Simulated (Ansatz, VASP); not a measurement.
## Two plane-wave programs on Hf2Pd2Se2Br2O3

```xyz
11
Lattice="3.6501 0.0000 0.0000 -1.8250 3.1610 0.0000 0.0000 0.0000 16.6615" Properties=species:S:1:pos:R:3 pbc="T T T"
Hf    1.8251    1.0537   15.5593
Hf    0.0000    2.1074    1.1022
Pd    0.0000    0.0000    5.0481
Pd    0.0000    0.0000   11.6134
Se    0.0000    2.1074    3.7737
Se    1.8251    1.0537   12.8878
Br    1.8251    1.0537    6.6416
Br    0.0000    2.1074   10.0199
O     0.0000    2.1074   15.4433
O     1.8251    1.0537    1.2181
O     0.0000    0.0000    0.0000
```

Change from the starting cell: volume scaled by 0.94.

Alike in both runs: task single point; functional PBE; k mesh 8 × 8 × 2; occupations fermi-dirac, width 0.05 eV; no spin polarisation.

|  | VASP | Ansatz |
| --- | --- | --- |
| version | VASP 6.6.1 | Ansatz 0.2.0 |
| potentials or method | VASP PAW PBE potentials, release 64 (Hf_pv, Pd, Se, Br, O) | Ansatz PAW |
| plane-wave cutoff (eV) | 520 | 420 |
| valence electrons in the cell | 84 | 152 |

```csv
,VASP,Ansatz,Ansatz less VASP
gap on the k mesh at the Fermi level (eV),none,none,-
pressure (GPa),7.0,7.9,+0.90
largest component of the traceless stress (GPa),0.49,0.72,+0.226
rms of the force components (eV/Å),0.175,0.188,+0.0127
```

Atom by atom the forces differ by 0.045 eV/Å (rms over components). A gap of «none» marks a metal or a gap that the smearing closes. The two sets of potentials don't hold the same shells in valence.

Caveats: this functional lacks dispersion, which binds the layers, so the pressure and a relaxed spacing across them are unreliable. The runs have no spin-orbit coupling, so splittings on Hf are missing.
